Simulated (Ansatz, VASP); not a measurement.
**Cross-check of Sn between VASP and Ansatz**

One calculation is typed for both programs; each brings its own data sets. How far apart do they land? The structure shown is the end of the Ansatz relaxation below.

Main program and level: Ansatz 0.2.0; plane waves, with VASP 6.6.1 beside it; single point at LDA.

**1. Set-up**

Symmetry: I4_1/amd, No. 141, tetragonal system. Conventional cell: a = 4.644 Å, b = 4.644 Å, c = 6.215 Å, α = 90.00°, β = 90.00°, γ = 90.00°. Sn has 4 Sn at 2.79 Å nearest.

As a file:

```cif
data_structure
_symmetry_space_group_name_H-M 'P 1'
_symmetry_Int_Tables_number 1
_cell_length_a 4.5207
_cell_length_b 4.5207
_cell_length_c 4.6436
_cell_angle_alpha 59.096
_cell_angle_beta 59.096
_cell_angle_gamma 61.807
_cell_volume 67.00
loop_
_atom_site_label
_atom_site_type_symbol
_atom_site_fract_x
_atom_site_fract_y
_atom_site_fract_z
_atom_site_occupancy
Sn1 Sn 0.50000 0.50000 0.50000 1
Sn2 Sn 0.75000 0.75000 0.75000 1
```

**2. Ansatz: relaxation, LDA**

Ansatz runs on its PAW soft_1 files.

This run makes the geometry at which the two programs are then compared.

input.yaml

```yaml
crystal:
  lattice:
    - [0.0, 3.2712840847, 3.1072605913]
    - [3.2712840847, 0.0, 3.1072605913]
    - [3.2712840847, 3.2712840847, 0.0]
  atoms:
    - { symbol: Sn, position: [0.5, 0.5, 0.5] }
    - { symbol: Sn, position: [0.75, 0.75, 0.75] }
  conventional_axes: [[-1, 1, 1], [1, -1, 1], [1, 1, -1]]
kpoints:
  mp_grid: { grid: [12, 12, 12] }
hamiltonian:
  xc: lda
  pseudopotentials: { kind: paw, azcp: { folder: soft_1 }, xc_functional: pbe }
scf:
  occupations: { method: methfessel_paxton, width: 0.2 }
output:
  forces: true
  stress: true
  eigenvalues: true
relax:
  adjacent_minimum: "off"
  f_tol: 0.001
  max_steps: 60
  cell: { stress_tol: 0.01, fix: [c, angles] }
```

Run with:

```
$ ansatz run input.yaml --threads 4 --pin off --max-ram 10240MiB --backend cpu --events-out ev --progress --plain --runs-dir out
```

Numbers of over 12 decimals in the logs are rounded to 6 here.

Log:

```text
Engine: ansatz 0.2.0, aarch64-unknown-linux-gnu
Pseudopotentials: kind: paw
Pseudopotential: Sn, paw, valence charge 14, recommended cutoff 420 eV (normal), soft_1/Sn.paw.azcp
Functional definition: SPW92
  exchange = slater_x
  correlation = pw_c
Crystal: 2 atoms, lattice volume = 66.503 Å³
Basis set: ecut = 420 eV, 1307 PW (Γ)
Bands: 18, of which v1, the nominal top of the filled ones, is band 14 counted from 1 (13 counted from 0)
Symmetry: 16 space group operations
Space group: I41/amd (ITA 141), of the structure as read, at distance tolerance 4.1e-5 Å
k-points: 163 of 1728
Non-local potential: Sn, projectors of the file, l = 0: 2, l = 1: 2, l = 2: 2, l = 3: 1
PAW form: soft (Blöchl's): semilocal exchange-correlation on the pseudo side does not see the compensation charge
PAW frozen core: Sn, regenerated for the run's functional, and the local potential with it (the file was generated under x = pbe(κ = 0.804, μ = 0.219515), c = pbe(β = 0.066725))
PAW one-centre angular grid: Sn, 590 points (default); XC on 64 Gauss nodes
Initial density: superposition of atomic densities (chi_scale 0.1, normalization cell)
Initial wavefunctions: pseudopotential atomic-orbital guess
Functional: x = slater, c = lda
SCF iter   1: F=—  HF=-11759.268695 eV  |F-HF|=—  |Δ(HF+E_count)|=         —  Δρ=2.32e-2  dr2=3.98e-1  ethr=3.10e-3  ⟨swp⟩=5.7  Hψ=15240  notcnv=0
preconditioner: auto → Kerker (q_TF=auto, 2.362 Å⁻¹)  [metal: Δε(μ)=0.026 eV  Ē_g=20.034 eV  σ=0.200 eV  W_gap=0.11  n_scr=14 (ndim 8)  ℏωp=24.1 eV  f_vac=0.002  D(μ)=0.15/eV (n_scr^D=0)]
SCF iter   2: F=—  HF=-11759.189320 eV  |F-HF|=—  |Δ(HF+E_count)|=   7.94e-2  S|Δr|=    0.00e0  Δρ=1.47e-2  dr2=1.87e-1  ethr=1.42e-3  ⟨swp⟩=1.0  Hψ=4240  notcnv=0
SCF iter   3: F=—  HF=-11759.137059 eV  |F-HF|=—  |Δ(HF+E_count)|=   5.23e-2  S|Δr|=    0.00e0  Δρ=3.17e-3  dr2=1.76e-2  ethr=6.69e-4  ⟨swp⟩=1.5  Hψ=3243  notcnv=0
SCF iter   4: F=—  HF=-11759.134459 eV  |F-HF|=—  |Δ(HF+E_count)|=   2.60e-3  S|Δr|=    0.00e0  Δρ=1.58e-3  dr2=3.05e-3  ethr=6.29e-5  ⟨swp⟩=2.0  Hψ=3556  notcnv=0
SCF iter   5: F=—  HF=-11759.134572 eV  |F-HF|=—  |Δ(HF+E_count)|=   1.13e-4  S|Δr|=    0.00e0  Δρ=2.44e-4  dr2=4.28e-5  ethr=1.09e-5  ⟨swp⟩=2.0  Hψ=3587  notcnv=0
SCF iter   6: F=—  HF=-11759.134592 eV  |F-HF|=—  |Δ(HF+E_count)|=   1.98e-5  S|Δr|=    0.00e0  Δρ=4.95e-5  dr2=1.33e-6  ethr=1.53e-7  ⟨swp⟩=2.0  Hψ=3607  notcnv=0
SCF iter   7: F=-11759.134594 eV  HF=-11759.134594 eV  |F-HF|=5.38e-8  |Δ(HF+E_count)|=   1.57e-6  S|Δr|=    0.00e0  Δρ=8.10e-6  dr2=3.08e-8  ethr=3.57e-10  ⟨swp⟩=5.7  Hψ=16591  notcnv=0
SCF 1 converged in 7 iterations: F = -11759.134594 eV  dr2 = 3.08e-8
  greatest PAW one-centre occupation: 0.992 electrons in one spin orbital (limit 2), on the Sn atom at site 1 (counted from 0), in its partial waves of l = 2
relax step   1: F+E_penalty+E_count = -11759.13459360 eV  Δ(F+E_penalty+E_count) = +0.000e0 eV  max|allowed force component| = 1.388e-17 eV/Å  Δτ_max = 0.0000 Å  P = +0.889 GPa  Ω = 66.503 Å³  fix = [c, alpha, beta, gamma]  reactions: c +1.881 GPa  (7 SCF iters, dr2 threshold 1.00e-7 eV, accepted)
[...]
relax step   2: F+E_penalty+E_count = -11759.13504773 eV  Δ(F+E_penalty+E_count) = -4.541e-4 eV  max|allowed force component| = 1.388e-17 eV/Å  Δτ_max = 0.0000 Å  P = +0.373 GPa  Ω = 67.217 Å³  energy of the carried Pulay correction = -3.345e-5 eV  fix = [c, alpha, beta, gamma]  reactions: c +1.457 GPa  (5 SCF iters, dr2 threshold 2.00e-7 eV, accepted)
[...]
relax step   3: F+E_penalty+E_count = -11759.13517273 eV  Δ(F+E_penalty+E_count) = -1.250e-4 eV  max|allowed force component| = 2.689e-17 eV/Å  Δτ_max = 0.0000 Å  P = +0.526 GPa  Ω = 67.002 Å³  energy of the carried Pulay correction = -2.340e-5 eV  fix = [c, alpha, beta, gamma]  reactions: c +1.582 GPa  (5 SCF iters, dr2 threshold 7.08e-8 eV, accepted)
[...]
relax step   4: F+E_penalty+E_count = -11759.13519655 eV  Δ(F+E_penalty+E_count) = -2.382e-5 eV  max|allowed force component| = 2.776e-17 eV/Å  Δτ_max = 0.0000 Å  P = +0.526 GPa  Ω = 67.002 Å³  fix = [c, alpha, beta, gamma]  reactions: c +1.582 GPa  stress off target by 2.24e-3 GPa on what of the cell is left free  SCF on the basis re-selected at this cell (its energy is not comparable with the rows above)  (6 SCF iters)
basis re-selected at this cell: Δ(F+E_penalty+E_count) = -2.382e-5 eV, ΔP = +0.000 GPa vs the last step (what re-selecting the basis moved, of the pressure what is left beyond the Pulay correction that the steps carried, after the strain that the cell walked since its last selection, with what the two solves' SCF thresholds leave and, on support functions, any second-order correction that the steps lacked; it is no m [...]
SCF converged after 6 iterations
Stability not checked: this state was not tested for a lower state beside it, because cold or Methfessel-Paxton smearing, or corrected tetrahedra, fill the levels in a way that the test cannot read (fill_not_monotonic; see scf.lower_state_search)
Free energy (F): -11759.135197 eV
Harris-Foulkes:  -11759.135197 eV  (|F-HF|=3.64e-12)
Internal energy: -11759.134935 eV  (E = F + TS)
E sigma→0 (E₀):  -11759.135131 eV
Entropy (-TS):   -0.000262 eV (-0.131 meV/atom)
Fermi energy:    7.785980 eV
--- Per-component energies (eV) ---
  E_band       = -248.614737
  E_kinetic    = 339.594974
  E_local      = -2603.182948  (includes V_loc(G=0)·N_el)
  E_nonlocal   = 299.076014
  E_hartree    = 1265.311713
  E_xc         = -250.227256
  E_vxc        = -162.591036  (∫ρ·V_xc dr)
  E_paw        = -8451.391729  (= ΣΔE_a)
  E_vpaw       = -652.135717  (= ΣTr[D̂ρ^β])
  E_aug_tail   = 0.000546  (compensation charges beyond the density's cutoff)
  E_ewald      = -2359.166030
  E_core_change = 0.849782  (= ΣΔE_core)
  E_smearing   = -0.000262  (= −TS)
  E_closure    = 0.000000  (closes the sum)
  Σ components = -11759.135197   (vs F -11759.135197, Δ=0.00e0)
--- Forces (eV/Å), atoms counted from 1 ---
  atom   1  Sn    -0.00000000     0.00000000     0.00000000
  atom   2  Sn     0.00000000    -0.00000000    -0.00000000
  max |Σ_I F_I| component: 1.13e-17 eV/Å
--- Stress (GPa, compression-positive) ---
       -0.002241       0.000000       0.000000
        0.000000      -0.002241      -0.000000
        0.000000      -0.000000       1.581869
  P = ⅓ Tr σ = 0.5258 GPa (5.258 kbar)
--- Band table (eV; the first three rows and the last of 163) ---
  k-point 0: bands = [... 10 lower, -2.9917, 7.0624, 7.7723, 7.7723, 8.1217, 9.8163, 10.0446, 10.0446]
  k-point 1: bands = [... 10 lower, -2.9230, 6.1846, 7.6232, 7.8452, 8.3116, 9.9996, 10.2205, 10.3378]
  k-point 2: bands = [... 10 lower, -2.7198, 4.9175, 7.3004, 7.5667, 8.2972, 10.4460, 10.5784, 11.1878]
  k-point 162: bands = [... 10 lower, 0.2896, 0.2896, 5.0847, 5.0847, 8.3181, 8.3181, 15.6044, 15.6044]
--- Relaxed structure (3 steps of the walk, 3 accepted, 1 SCFs on fresh bases) ---
  F+E_penalty+E_count = -11759.13519655 eV   max|allowed force component| = 2.776e-17 eV/Å   (the final SCF, on the basis selected at the relaxed cell)
  cell:  # Å, volume = 67.0016 Å³
    - [0, 3.283514, 3.1072605913]
    - [3.283514, 0, 3.1072605913]
    - [3.283514, 3.283514, 0]
  atoms:
    - { symbol: Sn, position: [0.5, 0.5, 0.500000] }
    - { symbol: Sn, position: [0.750000, 0.750000, 0.750000] }
```

Reading the cycles: dr2 is the Hartree energy of the density residual (eV), the measure of convergence; HF is the Harris–Foulkes estimate of the energy, which meets the free energy F at convergence.

**3. VASP: single point, LDA, pair 1**

The same cell, functional (in two slightly different forms), mesh and smearing now go to VASP, with its own data sets.

Lines of VASP's logs that name or quote its potential files are left out, and so is its time.

INCAR

```
SYSTEM = Sn
PREC = Accurate
ENCUT = 500
EDIFF = 1E-06
NELM = 120
ISMEAR = 1
SIGMA = 0.2
LREAL = .FALSE.
ALGO = Normal
GGA = CA
NBANDS = 20
LORBIT = 11
LWAVE = .FALSE.
LCHARG = .FALSE.
ISIF = 2
LASPH = .TRUE.
GGA_COMPAT = .FALSE.
KPAR = 2
```

POSCAR

```
Sn
1.0
    0.0000000000      3.2835135314      3.1072605913
    3.2835135314      0.0000000000      3.1072605913
    3.2835135314      3.2835135314      0.0000000000
Sn
2
Direct
    0.5000000000      0.5000000000      0.5000000000
    0.7500000000      0.7500000000      0.7500000000
```

KPOINTS

```
Automatic mesh
0
Gamma
12 12 12
0 0 0
```

Potentials, in the order of the species: Sn_d (LDA family, release 64).

Run with:

```
$ mpirun -np 2 vasp_std
```

Log:

```text
[banner, memory and clock lines left out]
running    2 mpi-ranks, on    1 nodes
 distrk:  each k-point on    1 cores,    2 groups
 distr:  one band on    1 cores,    1 groups

 POSCAR found type information on POSCAR Sn
 POSCAR found :  1 types and       2 ions
 LDA part: xc-table for (Slater(with rela. corr.)+CA(PZ))
 , standard interpolation
 POSCAR, INCAR and KPOINTS ok, starting setup
 FFT: planning ... GRIDC
 FFT: planning ... GRID_SOFT
 FFT: planning ... GRID
 WAVECAR not read
 entering main loop
       N       E                     dE             d eps       ncg     rms          rms(c)
DAV:   1     0.221967598932E+03    0.22197E+03   -0.14785E+04  6556   0.201E+03
DAV:   2     0.146971936062E+02   -0.20727E+03   -0.20353E+03  6540   0.441E+02
DAV:   3    -0.829155909391E+01   -0.22989E+02   -0.22840E+02  7492   0.143E+02
DAV:   4    -0.903442984581E+01   -0.74287E+00   -0.74241E+00  7348   0.292E+01
DAV:   5    -0.906014468958E+01   -0.25715E-01   -0.25714E-01  9068   0.529E+00    0.339E+00
DAV:   6    -0.897100522393E+01    0.89139E-01   -0.42872E-02  8192   0.228E+00    0.191E+00
DAV:   7    -0.892729606819E+01    0.43709E-01   -0.65115E-02  6784   0.230E+00    0.147E-01
DAV:   8    -0.892789737729E+01   -0.60131E-03   -0.56613E-03  7516   0.860E-01    0.539E-02
DAV:   9    -0.892798020210E+01   -0.82825E-04   -0.19014E-04  8824   0.106E-01    0.161E-02
DAV:  10    -0.892797949749E+01    0.70461E-06   -0.14480E-05  8688   0.420E-02    0.386E-03
DAV:  11    -0.892797980965E+01   -0.31216E-06   -0.11480E-06  5724   0.760E-03
   1 F= -.89279798E+01 E0= -.89278907E+01  d E =-.267248E-03
```

From OUTCAR (step 3):

```text
ion  position               nearest neighbor table
   1  0.500  0.500  0.500-   2 2.79   2 2.79   2 2.79   2 2.79
   2  0.750  0.750  0.750-   1 2.79   1 2.79   1 2.79   1 2.79

  LATTYP: Found a body centered tetragonal cell.
 ALAT       =     4.6435893683
 C/A-ratio  =     1.3383011911

 Subroutine GETGRP returns: Found 16 space group operations
 (whereof  8 operations were pure point group operations)

The static configuration has the point symmetry D_2d.
 The point group associated with its full space group is D_4h.

 Found    163 irreducible k-points:

   k-points           NKPTS =    163   k-points in BZ     NKDIM =    163   number of bands    NBANDS=     20

   dimension x,y,z NGX =    36 NGY =   36 NGZ =   36
   dimension x,y,z NGXF=    72 NGYF=   72 NGZF=   72

   ENCUT  =  500.0 eV  36.75 Ry    6.06 a.u.   8.24  8.24  8.47*2*pi/ulx,y,z

   NELECT =      28.0000    total number of electrons

 k-points in reciprocal lattice and weights: Automatic mesh
   0.00000000  0.00000000  0.00000000       0.001
   0.08333333  0.00000000  0.00000000       0.005
   0.16666667  0.00000000  0.00000000       0.005
   0.25000000  0.00000000  0.00000000       0.005
   0.33333333 -0.00000000  0.00000000       0.005
   0.41666667  0.00000000  0.00000000       0.005
   0.50000000  0.00000000  0.00000000       0.002
   0.08333333  0.08333333  0.00000000       0.001
   0.16666667  0.08333333  0.00000000       0.005
[...]
-0.33333333  0.16666667  0.50000000       0.002
  -0.25000000  0.25000000  0.50000000       0.001

 average (electrostatic) potential at core
       1-101.2098       2-101.2098

 E-fermi :   5.5703

 k-point     1 :       0.0000    0.0000    0.0000
  band No.  band energies     occupation
    ...
     10     -15.6627      2.00000
     11      -5.1979      2.00000
     12       4.8975      2.00002
     13       5.5462      1.20255
     14       5.5462      1.20255
     15       5.8953     -0.04384
     16       7.5874     -0.00000
     17       7.8155     -0.00000
     18       7.8155     -0.00000
     19      10.4570      0.00000
    ...

 k-point     2 :       0.0833    0.0000    0.0000
  band No.  band energies     occupation
    ...
     10     -15.6552      2.00000
     11      -5.1292      2.00000
     12       3.9945      2.00000
     13       5.3968      2.01059
     14       5.6206      0.58847
     15       6.1059     -0.00101
     16       7.7719     -0.00000
     17       7.9916     -0.00000
     18       8.1118     -0.00000
     19      10.8430      0.00000
    ...

 k-point     3 :       0.1667    0.0000    0.0000
  band No.  band energies     occupation
    ...
     10     -15.6411      2.00000
     11      -4.9256      2.00000
     12       2.7188      2.00000
     13       5.0737      2.00250
     14       5.3402      2.06902
     15       6.0945     -0.00132
     16       8.2189     -0.00000
     17       8.3498     -0.00000
     18       8.9703     -0.00000
     19      11.5954      0.00000
    ...

  Total        0.0082819      0.0082819      0.6748765      0.0000000      0.0000000      0.0000000
  in kB        0.1980419      0.1980419     16.1379961      0.0000000      0.0000000      0.0000000
  external PRESSURE =       5.5113600 kB  Pullay stress =       0.0000000 kB

  energy-cutoff  :      500.00
  volume of cell :       67.00
      direct lattice vectors                 reciprocal lattice vectors
     0.000000000  3.283513531  3.107260591    -0.152275907  0.152275907  0.160913443
     3.283513531  0.000000000  3.107260591     0.152275907 -0.152275907  0.160913443
     3.283513531  3.283513531  0.000000000     0.152275907  0.152275907 -0.160913443

 POSITION                                       TOTAL-FORCE (eV/Angst)
 -----------------------------------------------------------------------------------
      3.28351      3.28351      3.10726         0.000000      0.000000      0.000000
      4.92527      4.92527      4.66089        -0.000000     -0.000000     -0.000000
 -----------------------------------------------------------------------------------
    total drift:                                0.000000      0.000000      0.000000

  FREE ENERGIE OF THE ION-ELECTRON SYSTEM (eV)
  ---------------------------------------------------
  free  energy   TOTEN  =        -8.9279798097 eV

  energy  without entropy=       -8.9277125618  energy(sigma->0) =       -8.92789073

 total charge
# of ion       s       p       d       tot
------------------------------------------
    1        1.176   1.234   9.970  12.380
    2        1.176   1.234   9.970  12.380
--------------------------------------------------
tot          2.353   2.469  19.939  24.761

[... 3 further parts left out ...]
```

The run ends at a pressure of 0.55 GPa.

**4. Differences**

Known differences besides the potentials themselves: the two LDA forms differ slightly; the cutoff is 420 eV in Ansatz and 500 eV in VASP; VASP's log shows a relativistic correction to its local exchange, Ansatz's none; Ansatz's pressure holds a Pulay correction, VASP's none. Total energies have different zeros and are not compared.

Both answers:

```tsv
quantity	Ansatz	VASP	difference
pressure (GPa)	0.53	0.55	-0.03
```

**5. Ansatz: relaxation, LDA**

This run makes the geometry at which the two programs are then compared. The cell compared in this pair holds 67.60 Å³, against 67.00 Å³ for the pair before.

The structure compared here is the end of the Ansatz relaxation.

Changes to input.yaml since step 2:

```diff
@@ -2,5 +2,5 @@
   lattice:
-    - [0.0, 3.2712840847, 3.1072605913]
-    - [3.2712840847, 0.0, 3.1072605913]
-    - [3.2712840847, 3.2712840847, 0.0]
+    - [0.0, 3.2367297825, 3.2043624847]
+    - [3.2367297825, 0.0, 3.2043624847]
+    - [3.2367297825, 3.2367297825, 0.0]
   atoms:
```

Run with:

```
$ ansatz run input.yaml --threads 4 --pin off --max-ram 10240MiB --backend cpu --events-out ev --progress --plain --runs-dir out
```

Log:

```text
[...]
Crystal: 2 atoms, lattice volume = 67.140 Å³
Basis set: ecut = 420 eV, 1339 PW (Γ)
Bands: 18, of which v1, the nominal top of the filled ones, is band 14 counted from 1 (13 counted from 0)
Symmetry: 16 space group operations
[...]
k-points: 163 of 1728
[...]
k-point 162: bands = [... 10 lower, 0.0996, 0.0996, 5.1432, 5.1432, 8.3792, 8.3792, 15.4086, 15.4086]
--- Relaxed structure (3 steps of the walk, 3 accepted, 1 SCFs on fresh bases) ---
[...]
cell:  # Å, volume = 67.6036 Å³
    - [0.0, 3.247872, 3.2043624847]
    - [3.247872, 0.0, 3.2043624847]
    - [3.247872, 3.247872, 0.0]
  atoms:
    - { symbol: Sn, position: [0.500000, 0.500000, 0.5] }
    - { symbol: Sn, position: [0.750000, 0.750000, 0.750000] }
[key lines of the parts left out:]
SCF converged after 7 iterations
Free energy (F): -11759.148326 eV
Fermi energy:    7.665893 eV
P = ⅓ Tr σ = 0.1376 GPa (1.376 kbar)
```

**6. VASP: single point, LDA, pair 2**

The same cell, functional (in two slightly different forms), mesh and smearing now go to VASP, with its own data sets.

INCAR is that of step 3.

POSCAR

```
Sn
1.0
    0.0000000000      3.2478722540      3.2043624847
    3.2478722540      0.0000000000      3.2043624847
    3.2478722540      3.2478722540      0.0000000000
Sn
2
Direct
    0.5000000000      0.5000000000      0.5000000000
    0.7500000000      0.7500000000      0.7500000000
```

KPOINTS is that of step 3.

Run with:

```
$ mpirun -np 2 vasp_std
```

Log:

```text
[... set-up lines as in an earlier step ...]
 entering main loop
       N       E                     dE             d eps       ncg     rms          rms(c)
DAV:   1     0.223468834638E+03    0.22347E+03   -0.14827E+04  6568   0.200E+03
DAV:   2     0.149624949171E+02   -0.20851E+03   -0.20465E+03  6548   0.443E+02
DAV:   3    -0.828882549667E+01   -0.23251E+02   -0.23116E+02  7452   0.144E+02
DAV:   4    -0.904492708204E+01   -0.75610E+00   -0.75567E+00  7408   0.294E+01
[...]
DAV:   9    -0.894142621032E+01   -0.86254E-04   -0.17740E-04  8604   0.999E-02    0.143E-02
DAV:  10    -0.894142620738E+01    0.29399E-08   -0.14638E-05  8732   0.451E-02    0.416E-03
DAV:  11    -0.894142659350E+01   -0.38612E-06   -0.10664E-06  5684   0.724E-03
   1 F= -.89414266E+01 E0= -.89412546E+01  d E =-.515874E-03
```

[end of part 1 of 2]

[Lines on the potential files, build, host, timing and source positions are cut from VASP's logs without a mark.]

[Logs are printed without paths, hosts, clocks, repeated set-up lines and the standing remarks that a program may print on its own settings, such as how far it seeks lower states.]

[Hosts, paths, dates, database ids (printed as entryN), source tags and the programs' standing remarks are cut or masked in the printed files.]
